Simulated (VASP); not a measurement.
Level of theory: AM05 GGA, VASP's PBE PAW potentials (set 64) (plane waves; VASP).

The input files of a VASP run:

File KPOINTS:
```
Regular mesh
0
G
  4 4 4
```

INCAR:
```
SYSTEM = CsPbBr3
PREC = Accurate
ENCUT = 520
EDIFF = 1E-7
NELM = 100
ALGO = Normal
LREAL = .FALSE.
LASPH = .TRUE.
ISMEAR = 0
SIGMA = 0.05
GGA = AM
LMAXMIX = 4
LWAVE = .FALSE.
LCHARG = .FALSE.
ISIF = 2
```

POSCAR:
```
CsPbBr3
1
    6.0614665676     0.0000000000     0.0000000000
    0.0000000000     6.0614665676     0.0000000000
    0.0000000000     0.0000000000     6.0614665676
Cs Pb Br
1 1 3
Direct
  0.0000000000   0.0000000000   0.0000000000
  0.5000000000   0.5000000000   0.5000000000
  0.5000000000   0.0000000000   0.5000000000
  0.0000000000   0.5000000000   0.5000000000
  0.5000000000   0.5000000000   0.0000000000
```

POTCAR, in this order: Cs_sv Pb_d Br (PBE.64 set). Program: vasp_std.

The resulting files:

### OSZICAR
```
       N       E                     dE             d eps       ncg     rms          rms(c)
DAV:   1     0.403474112864E+03    0.40347E+03   -0.18596E+04   520   0.147E+03
DAV:   2     0.314072921799E+02   -0.37207E+03   -0.36677E+03   658   0.322E+02
DAV:   3    -0.146310360012E+02   -0.46038E+02   -0.45872E+02   606   0.125E+02
DAV:   4    -0.164206357918E+02   -0.17896E+01   -0.17851E+01   650   0.344E+01
DAV:   5    -0.164786972165E+02   -0.58061E-01   -0.58041E-01   644   0.489E+00    0.399E+00
DAV:   6    -0.158175886068E+02    0.66111E+00   -0.12410E+00   754   0.101E+01    0.216E+00
DAV:   7    -0.157659361815E+02    0.51652E-01   -0.55894E-01   720   0.396E+00    0.938E-01
DAV:   8    -0.157816028660E+02   -0.15667E-01   -0.67919E-02   640   0.213E+00    0.197E-01
DAV:   9    -0.157829182523E+02   -0.13154E-02   -0.11339E-02   700   0.751E-01    0.102E-01
DAV:  10    -0.157833885728E+02   -0.47032E-03   -0.10949E-03   594   0.196E-01    0.507E-02
DAV:  11    -0.157836320942E+02   -0.24352E-03   -0.43166E-04   542   0.131E-01    0.963E-03
DAV:  12    -0.157836389617E+02   -0.68675E-05   -0.44794E-05   782   0.590E-02    0.656E-03
DAV:  13    -0.157836408459E+02   -0.18842E-05   -0.49339E-06   618   0.129E-02    0.316E-03
DAV:  14    -0.157836412359E+02   -0.39001E-06   -0.97122E-07   630   0.933E-03    0.596E-04
DAV:  15    -0.157836412852E+02   -0.49278E-07   -0.31363E-08   380   0.122E-03
   1 F= -.15783641E+02 E0= -.15783641E+02  d E =-.125163E-10
```

### OUTCAR
```
------------------------ aborting loop because EDIFF is reached ----------------------------------------
  FORCE on cell =-STRESS in cart. coord.  units (eV):
  Direction    XX          YY          ZZ          XY          YZ          ZX
  --------------------------------------------------------------------------------------
  Total       -1.3352106     -1.3352106     -1.3352106      0.0000000     -0.0000000      0.0000000
  in kB       -9.6056597     -9.6056597     -9.6056597      0.0000000     -0.0000000      0.0000000
  external PRESSURE =      -9.6056597 kB  Pullay stress =       0.0000000 kB
  volume of cell :      222.71
      direct lattice vectors                 reciprocal lattice vectors
     6.061466568  0.000000000  0.000000000     0.164976576  0.000000000  0.000000000
     0.000000000  6.061466568  0.000000000     0.000000000  0.164976576  0.000000000
     0.000000000  0.000000000  6.061466568     0.000000000  0.000000000  0.164976576
 POSITION                                       TOTAL-FORCE (eV/Angst)
 -----------------------------------------------------------------------------------
      0.00000      0.00000      0.00000         0.000000      0.000000      0.000000
      3.03073      3.03073      3.03073         0.000000      0.000000      0.000000
      3.03073      0.00000      3.03073         0.000000      0.000000      0.000000
      0.00000      3.03073      3.03073         0.000000      0.000000      0.000000
      3.03073      3.03073      0.00000         0.000000      0.000000      0.000000
 -----------------------------------------------------------------------------------
    total drift:                                0.000000     -0.000000     -0.000000
  FREE ENERGIE OF THE ION-ELECTRON SYSTEM (eV)
  ---------------------------------------------------
  free  energy   TOTEN  =       -15.7836412852 eV

  energy  without entropy=      -15.7836412852  energy(sigma->0) =      -15.78364129
```
(Selected blocks of OUTCAR.)

The compound is CsPbBr3 in the cubic perovskite structure, the ideal cubic form; the compound distorts at low or room temperature. This cell is one point of a volume scan, at 1.06 of the reference volume.
